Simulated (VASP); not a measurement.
Here is the system:

```
CaS
1.0
    0.00000     2.87505     2.87505
    2.87505     0.00000     2.87505
    2.87505     2.87505     0.00000
Ca S
1 1
Direct
  0.00000   0.00000   0.00000
  0.50000   0.50000   0.50000
```

Level of theory: PBE GGA with D3 dispersion (Becke-Johnson damping), VASP's PBE PAW potentials (set 64) (plane waves; VASP 6.6.1). Numerical set-up: 520 eV cut-off, 8×8×8 Γ-centred mesh, Gaussian smearing of 0.050 eV, potentials Ca_sv S.

The job: CaS (rock salt), 2 atoms, PBE-D3(BJ), static run, 520 eV, 8×8×8 Γ-centred mesh. Roughly how much core time does it take on a busy server core?

About 9 core-seconds (one run on a shared machine, a rough figure). It had 29 irreducible k-points, 12 bands, up to 1303 plane waves and 14 electronic steps.

The compound is CaS in the rock salt structure. This cell is one point of a volume scan, at 1.06 of the reference volume.
